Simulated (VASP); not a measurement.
Output of a VASP run:

### OSZICAR
```
       N       E                     dE             d eps       ncg     rms          rms(c)
DAV:   1     0.863319244422E+02    0.86332E+02   -0.60436E+03   696   0.946E+02
DAV:   2    -0.125825562033E+01   -0.87590E+02   -0.83799E+02   892   0.239E+02
DAV:   3    -0.620505548325E+01   -0.49468E+01   -0.49257E+01   900   0.528E+01
DAV:   4    -0.640649857160E+01   -0.20144E+00   -0.20122E+00  1200   0.890E+00
DAV:   5    -0.640780341210E+01   -0.13048E-02   -0.13048E-02   916   0.812E-01    0.290E+00
DAV:   6    -0.622522490976E+01    0.18258E+00   -0.29696E-01   836   0.277E+00    0.211E+00
DAV:   7    -0.621215113818E+01    0.13074E-01   -0.13962E-01   880   0.213E+00    0.101E+00
DAV:   8    -0.622209450736E+01   -0.99434E-02   -0.16255E-02   900   0.103E+00    0.128E-01
DAV:   9    -0.622278586839E+01   -0.69136E-03   -0.86842E-04   924   0.197E-01    0.822E-02
DAV:  10    -0.622324835350E+01   -0.46249E-03   -0.53306E-04   800   0.165E-01    0.157E-02
DAV:  11    -0.622325407833E+01   -0.57248E-05   -0.18968E-05   972   0.271E-02    0.482E-03
DAV:  12    -0.622325759971E+01   -0.35214E-05   -0.36476E-06   820   0.155E-02    0.447E-03
DAV:  13    -0.622325767664E+01   -0.76932E-07   -0.46619E-07   916   0.389E-03
   1 F= -.62232577E+01 E0= -.62232577E+01  d E =0.000000E+00
```

File OUTCAR:
```
------------------------ aborting loop because EDIFF is reached ----------------------------------------
  FORCE on cell =-STRESS in cart. coord.  units (eV):
  Direction    XX          YY          ZZ          XY          YZ          ZX
  --------------------------------------------------------------------------------------
  Total        0.0047588      0.0047588      0.0047588      0.0000000      0.0000000     -0.0000000
  in kB        0.1011406      0.1011406      0.1011406      0.0000000      0.0000000     -0.0000000
  external PRESSURE =       0.1011406 kB  Pullay stress =       0.0000000 kB
  volume of cell :       75.38
      direct lattice vectors                 reciprocal lattice vectors
     0.000000000  3.352872764  3.352872764    -0.149125850  0.149125850  0.149125850
     3.352872764  0.000000000  3.352872764     0.149125850 -0.149125850  0.149125850
     3.352872764  3.352872764  0.000000000     0.149125850  0.149125850 -0.149125850
  FREE ENERGIE OF THE ION-ELECTRON SYSTEM (eV)
  ---------------------------------------------------
  free  energy   TOTEN  =        -6.2232576766 eV

  energy  without entropy=       -6.2232576766  energy(sigma->0) =       -6.22325768

 total charge

# of ion       s       p       d       tot
------------------------------------------
    1        1.956   5.576   0.022   7.554
    2        1.599   3.296   0.001   4.895
--------------------------------------------------
tot          3.555   8.872   0.022  12.449
```
(Selected blocks of OUTCAR.)

POSCAR:
```
KBr
1
    0.0000000000     3.3528727643     3.3528727643
    3.3528727643     0.0000000000     3.3528727643
    3.3528727643     3.3528727643     0.0000000000
K Br
1 1
Direct
  0.0000000000   0.0000000000   0.0000000000
  0.5000000000   0.5000000000   0.5000000000
```

### Question
Reconstruct the remaining input files.

### Answer
One answer among several that fit: the input of the run itself, PBE GGA, plane waves, VASP's PBE PAW potentials (set 64).

INCAR:
```
LWAVE = .False.
GGA = PE   # PBE
PREC = Accurate
SYSTEM = KBr
LMAXMIX = 4   # l cut-off of mixed one-centre charges
EDIFF = 1E-7
ISIF = 2
NELM = 100
ISMEAR = -5   # tetrahedra, Bloechl
NEDOS = 601   # DOS grid
ENCUT = 400   # plane-wave cut-off (eV)
ALGO = Normal   # blocked Davidson
LCHARG = .True.
LORBIT = 11
LREAL = .False.   # projection in real space or not
LASPH = .True.   # aspherical one-centre terms
```

### KPOINTS
```
Automatic mesh
0
Gamma
8 8 8
0 0 0
```

POTCAR, in this order: K_sv Br (PBE.64 set). Program: vasp_std.

The structure was generated: KBr was put into the rock salt type (Fm-3m), which need not be its known phase. It was relaxed first, which changed the volume by -11 %.
